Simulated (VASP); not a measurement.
A run of VASP 6.6.1 is set up as follows.

POSCAR

```
SiO2
1.0
    4.1922600000      0.0000000000      0.0000000000
    0.0000000000      4.1922600000      0.0000000000
    0.0000000000      0.0000000000      2.6825200000
Si O
2 4
Direct
    0.0000000000      0.0000000000      0.0000000000
    0.5000000000      0.5000000000      0.5000000000
    0.3058400000      0.3058400000      0.0000000000
    0.1941600000      0.8058400000      0.5000000000
    0.6941600000      0.6941600000      1.0000000000
    0.8058400000      0.1941600000      0.5000000000
```

INCAR.step1

```
SYSTEM = SiO2
PREC     = Accurate       ! precision mode
ENCUT    = 520            ! plane-wave cutoff, eV
EDIFF    = 1E-5           ! SCF threshold, eV
ISMEAR   = 0              ! smearing method
SIGMA    = 0.02           ! smearing width, eV
LREAL    = .False.        ! projectors in reciprocal space
LASPH    = .True.         ! aspherical terms in the spheres
NELM     = 80             ! most SCF steps
ALGO     = Normal         ! electronic algorithm
ISIF     = 2              ! what is computed and relaxed
LWAVE    = .True.         ! write WAVECAR
LCHARG   = .False.        ! write CHGCAR
NBANDS   = 25             ! bands
GGA      = PE             ! functional
```

Contents of INCAR.step2:

```
SYSTEM = SiO2
PREC     = Accurate       ! precision mode
ENCUT    = 520            ! plane-wave cutoff, eV
EDIFF    = 1E-6           ! SCF threshold, eV
ISMEAR   = 0              ! smearing method
SIGMA    = 0.02           ! smearing width, eV
LREAL    = .False.        ! projectors in reciprocal space
LASPH    = .True.         ! aspherical terms in the spheres
NELM     = 80             ! most SCF steps
ALGO     = Normal         ! electronic algorithm
ISIF     = 2              ! what is computed and relaxed
LWAVE    = .False.        ! write WAVECAR
LCHARG   = .False.        ! write CHGCAR
GGA      = PE             ! functional
LHFCALC  = .True.         ! exact exchange
HFSCREEN = 0.2            ! screening, 1/A
PRECFOCK = Fast         
NBANDS   = 25             ! bands
ISTART   = 1
```

File KPOINTS:

```
regular mesh
0
Gamma
  4 4 6
  0 0 0
```

The input KPOINTS_OPT:

```
path GXMGZRAZ,XR,MA
10
line-mode
reciprocal
 0.0000000000  0.0000000000  0.0000000000  G
 0.0000000000  0.5000000000  0.0000000000  X

 0.0000000000  0.5000000000  0.0000000000  X
 0.5000000000  0.5000000000  0.0000000000  M

 0.5000000000  0.5000000000  0.0000000000  M
 0.0000000000  0.0000000000  0.0000000000  G

 0.0000000000  0.0000000000  0.0000000000  G
 0.0000000000  0.0000000000  0.5000000000  Z

 0.0000000000  0.0000000000  0.5000000000  Z
 0.0000000000  0.5000000000  0.5000000000  R

 0.0000000000  0.5000000000  0.5000000000  R
 0.5000000000  0.5000000000  0.5000000000  A

 0.5000000000  0.5000000000  0.5000000000  A
 0.0000000000  0.0000000000  0.5000000000  Z

 0.0000000000  0.5000000000  0.0000000000  X
 0.0000000000  0.5000000000  0.5000000000  R

 0.5000000000  0.5000000000  0.0000000000  M
 0.5000000000  0.5000000000  0.5000000000  A
```

Potentials or basis: VASP PAW PBE potentials, release 64 (Si, O).

Launch:

```sh
$ cat potpaw_PBE.64/Si/POTCAR potpaw_PBE.64/O/POTCAR > POTCAR
$ cp INCAR.step1 INCAR
$ mpirun -np 1 vasp_std > vasp.out
$ cp INCAR.step2 INCAR
$ mpirun -np 1 vasp_std > vasp.out
```

**Question.** What does it give for the band gap along the path?

**Answer.** 7.48 eV, direct.

**Question.** Estimate the pressure.

**Answer.** -5.1 GPa.

**Question.** What does it give for the band gap on the k mesh?

**Answer.** 7.48 eV, direct.

**Question.** What does it give for the largest force?

**Answer.** 0.131 eV/Å.

Stress tensor (GPa, compression positive):
```
-4.28  0.00  0.00
 0.00 -4.28  0.00
 0.00  0.00 -6.73
```

Caveat: the PAW data sets were made with another functional, which shifts forces and pressure a little.
